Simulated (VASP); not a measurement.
Output of a VASP run:

### OSZICAR
```
       N       E                     dE             d eps       ncg     rms          rms(c)
DAV:   1     0.126438014371E+03    0.12644E+03   -0.11800E+04  3400   0.128E+03
DAV:   2    -0.688603714085E+02   -0.19530E+03   -0.19285E+03  4324   0.347E+02
DAV:   3    -0.767252982925E+02   -0.78649E+01   -0.78158E+01  4347   0.684E+01
DAV:   4    -0.768405108071E+02   -0.11521E+00   -0.11469E+00  4466   0.857E+00
DAV:   5    -0.768424036616E+02   -0.18929E-02   -0.18810E-02  4370   0.114E+00    0.271E+01
DAV:   6    -0.714355395968E+02    0.54069E+01   -0.95352E+00  3929   0.273E+01    0.111E+01
DAV:   7    -0.688293618431E+02    0.26062E+01   -0.29775E+00  3963   0.996E+00    0.474E+00
DAV:   8    -0.690888445789E+02   -0.25948E+00   -0.84756E-01  3816   0.611E+00    0.267E+00
DAV:   9    -0.691129359868E+02   -0.24091E-01   -0.15524E-01  3885   0.273E+00    0.459E-01
DAV:  10    -0.691309007648E+02   -0.17965E-01   -0.38981E-02  3585   0.132E+00    0.275E-01
DAV:  11    -0.691328864464E+02   -0.19857E-02   -0.31483E-03  3750   0.465E-01    0.108E-01
DAV:  12    -0.691331491096E+02   -0.26266E-03   -0.51123E-04  3726   0.186E-01    0.434E-02
DAV:  13    -0.691329896534E+02    0.15946E-03   -0.46460E-04  3528   0.196E-01    0.542E-02
DAV:  14    -0.691331933263E+02   -0.20367E-03   -0.22698E-04  3428   0.138E-01    0.247E-02
DAV:  15    -0.691331861565E+02    0.71697E-05   -0.79999E-06  3838   0.249E-02    0.506E-03
DAV:  16    -0.691331885815E+02   -0.24250E-05   -0.24462E-06  3743   0.137E-02    0.465E-03
DAV:  17    -0.691331899473E+02   -0.13658E-05   -0.49633E-07  3475   0.654E-03    0.214E-03
DAV:  18    -0.691331913623E+02   -0.14150E-05   -0.13015E-07  1892   0.311E-03    0.568E-04
DAV:  19    -0.691331900533E+02    0.13090E-05   -0.47917E-08  1721   0.192E-03    0.223E-04
DAV:  20    -0.691331906916E+02   -0.63824E-06   -0.60920E-09  1715   0.690E-04    0.844E-05
DAV:  21    -0.691331907125E+02   -0.20921E-07   -0.14308E-09  1709   0.346E-04
   1 F= -.69133191E+02 E0= -.69133191E+02  d E =0.000000E+00
       N       E                     dE             ncg
```

### OUTCAR
```
------------------------ aborting loop because EDIFF is reached ----------------------------------------
  FORCE on cell =-STRESS in cart. coord.  units (eV):
  Direction    XX          YY          ZZ          XY          YZ          ZX
  --------------------------------------------------------------------------------------
  Total        0.1653433      0.1653433     -0.1470158      0.0000000     -0.0000000      0.0000000
  in kB        4.6287868      4.6287871     -4.1157072      0.0000000     -0.0000000      0.0000000
  external PRESSURE =       1.7139556 kB  Pullay stress =       0.0000000 kB
  volume of cell :       57.23
      direct lattice vectors                 reciprocal lattice vectors
     3.223368129  0.000000000  0.000000000     0.310234500  0.179113968  0.000000000
    -1.611684064  2.791518755  0.000000000     0.000000000  0.358227935  0.000000000
     0.000000000  0.000000000  6.360328374     0.000000000  0.000000000  0.157224587
 POSITION                                       TOTAL-FORCE (eV/Angst)
 -----------------------------------------------------------------------------------
      0.00000      0.00000      0.00000         0.000000      0.000000      0.000000
     -0.00000      1.86101      1.54851         0.000000     -0.000000     -0.029883
      1.61169      0.93051      4.81181        -0.000000      0.000000      0.029883
 -----------------------------------------------------------------------------------
    total drift:                                0.000000      0.000000      0.000000
  FREE ENERGIE OF THE ION-ELECTRON SYSTEM (eV)
  ---------------------------------------------------
  free  energy   TOTEN  =       -69.1331907125 eV

  energy  without entropy=      -69.1331907125  energy(sigma->0) =      -69.13319071

 total charge

# of ion       s       p       d       tot
------------------------------------------
    1        2.315   6.319   3.315  11.949
    2        1.351   2.371   0.000   3.722
    3        1.351   2.371   0.000   3.722
--------------------------------------------------
tot          5.018  11.060   3.315  19.393

 Electric field gradients after diagonalization (V/A^2)
 (convention: |V_zz| > |V_xx| > |V_yy|)
----------------------------------------------------------------------
 ion       V_xx      V_yy      V_zz     asymmetry (V_yy - V_xx)/ V_zz
----------------------------------------------------------------------
   1      91.034    91.032  -182.066       0.000
   2      17.082    17.080   -34.162       0.000
   3      17.082    17.080   -34.162       0.000
```
(Selected blocks of OUTCAR.)

**POSCAR**
```
WS2
1
    3.2233681288     0.0000000000     0.0000000000
   -1.6116840644     2.7915187553     0.0000000000
    0.0000000000     0.0000000000     6.3603283739
W S
1 2
Direct
  0.0000000000   0.0000000000   0.0000000000
  0.3333330000   0.6666670000   0.2434646115
  0.6666670000   0.3333330000   0.7565353885
```

Task: Reconstruct the remaining input files.

Result: This is not unique; one that fits is the input of the run itself, r2SCAN meta-GGA, plane waves, VASP's PBE PAW potentials (set 64).

### KPOINTS
```
Automatic mesh
0
Gamma
12 12 6
0 0 0
```

### KPOINTS_OPT
```
k-points along high-symmetry lines
6
Line-mode
Reciprocal
  0.000000   0.000000   0.000000 ! GAMMA
  0.500000   0.000000   0.000000 ! M

  0.500000   0.000000   0.000000 ! M
  0.333333   0.333333   0.000000 ! K

  0.333333   0.333333   0.000000 ! K
  0.000000   0.000000   0.000000 ! GAMMA

  0.000000   0.000000   0.000000 ! GAMMA
  0.000000   0.000000   0.500000 ! A

  0.000000   0.000000   0.500000 ! A
  0.500000   0.000000   0.500000 ! L

  0.500000   0.000000   0.500000 ! L
  0.333333   0.333333   0.500000 ! H

  0.333333   0.333333   0.500000 ! H
  0.000000   0.000000   0.500000 ! A

  0.500000   0.000000   0.500000 ! L
  0.500000   0.000000   0.000000 ! M

  0.333333   0.333333   0.500000 ! H
  0.333333   0.333333   0.000000 ! K
```

INCAR:
```
ALGO=Normal
EDIFF=1E-7
ENCUT=400
ISIF=2
ISMEAR=-5
LASPH=.TRUE.
LCHARG=.FALSE.
LEFG=.TRUE.
LMAXMIX=6
LMIXTAU=.TRUE.
LORBIT=11
LREAL=.FALSE.
LWAVE=.FALSE.
METAGGA=R2SCAN
NEDOS=601
NELM=100
PREC=Accurate
SYSTEM=WS2
```

POTCAR, in this order: W_sv S (PBE.64 set). Program: vasp_std.

For a metal the tetrahedron method with Blöchl corrections gives inexact stress and forces.

The structure was generated: WS2 was put into the CdI2 type (P-3m1), which need not be its known phase. It was relaxed first, which changed the volume by -11 %.
